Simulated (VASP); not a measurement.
OSZICAR of a VASP run on PdIn (CsCl type):

### OSZICAR
```
       N       E                     dE             d eps       ncg     rms          rms(c)
DAV:   1     0.106334919653E+03    0.10633E+03   -0.10051E+04  6570   0.173E+03
DAV:   2    -0.450518678373E+02   -0.15139E+03   -0.14778E+03  6781   0.378E+02
DAV:   3    -0.519083627319E+02   -0.68565E+01   -0.68192E+01  8237   0.897E+01
DAV:   4    -0.520412153543E+02   -0.13285E+00   -0.13283E+00  8314   0.115E+01
DAV:   5    -0.520471238859E+02   -0.59085E-02   -0.59084E-02  9526   0.209E+00    0.918E+00
DAV:   6    -0.466967184859E+02    0.53504E+01   -0.48208E+00  7047   0.360E+01    0.405E+00
DAV:   7    -0.465728072831E+02    0.12391E+00   -0.53846E-01  7005   0.948E+00    0.259E+00
DAV:   8    -0.466020185352E+02   -0.29211E-01   -0.15431E-01  7019   0.353E+00    0.136E+00
DAV:   9    -0.466077650129E+02   -0.57465E-02   -0.54871E-02  6956   0.277E+00    0.489E-01
DAV:  10    -0.466147579881E+02   -0.69930E-02   -0.19840E-02  7208   0.171E+00    0.205E-01
DAV:  11    -0.466141814175E+02    0.57657E-03   -0.60023E-03  6732   0.837E-01    0.186E-01
DAV:  12    -0.466156504868E+02   -0.14691E-02   -0.70956E-04  7628   0.253E-01    0.110E-01
DAV:  13    -0.466157103984E+02   -0.59912E-04   -0.13769E-04  7845   0.117E-01    0.989E-02
DAV:  14    -0.466158869382E+02   -0.17654E-03   -0.11088E-04  6921   0.102E-01    0.872E-02
DAV:  15    -0.466161976451E+02   -0.31071E-03   -0.27968E-04  6655   0.193E-01    0.194E-02
DAV:  16    -0.466162015478E+02   -0.39028E-05   -0.70340E-06  7915   0.227E-02    0.244E-02
DAV:  17    -0.466162039192E+02   -0.23713E-05   -0.81193E-07  4129   0.107E-02    0.232E-02
DAV:  18    -0.466162072062E+02   -0.32870E-05   -0.31976E-06  6964   0.218E-02    0.172E-02
DAV:  19    -0.466162071953E+02    0.10901E-07   -0.13037E-07  3401   0.342E-03
   1 F= -.46616207E+02 E0= -.46616157E+02  d E =-.151960E-03
```

Task: Which electronic solver shows in the log?

Result: It is blocked Davidson (ALGO = Normal, or the opening steps of other solvers). The INCAR had ALGO = Normal.

Task: Can the final energy be trusted as converged?

Result: The run converged. It stopped with EDIFF = 1E-6, NELM = 100 (r2SCAN meta-GGA, plane waves, VASP's PBE PAW potentials (set 64)).

The compound is PdIn in the CsCl type structure. The cell was not relaxed at this level, atoms are displaced from their ideal sites. The run is one of a series of settings (GGA removed, LMIXTAU = .TRUE., METAGGA = R2SCAN against the base run), some of them coarse on purpose. The electron count is odd and the run is not spin-polarised, which forces a metal.
